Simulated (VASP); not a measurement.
Here is the system:

```xyz
3
Lattice="0.0000 2.7627 2.7329 2.7625 0.0000 2.7329 2.7625 2.7627 0.0000" Properties=species:S:1:pos:R:3 pbc="T T T"
Ce     0.0000     0.0000     0.0000
O      1.3812     1.3814     1.3664
O      4.2228     4.1441     4.0993
```

All values below come from PBE GGA, VASP's PBE PAW potentials (set 64) (plane waves; VASP). Numerical set-up: 800 eV cut-off, 6×6×6 Γ-centred mesh, Gaussian smearing of 0.050 eV, potentials Ce_h O.

Q: Give the force on each atom (eV/Å).

A: 
```tsv
atom	Fx	Fy	Fz
Ce1	0.215	0.000	0.000
O2	0.263	0.000	0.000
O3	-0.478	0.000	0.000
```

Q: Give the stress tensor in GPa (positive for a compressed cell).

A: 
```
-4.06   0.00   0.00
 0.00  -4.39   0.08
 0.00   0.08  -1.81
```
The pressure is its mean diagonal, -3.42 GPa.

The compound is CeO2 in the fluorite structure. The cell was not relaxed at this level, atoms are displaced from their ideal sites. The run is one of a series of settings (ENCUT = 800, POTCAR Ce_h O (PBE.64 set) against the base run), some of them coarse on purpose. The run is not spin-polarised, so no magnetic state was tried.
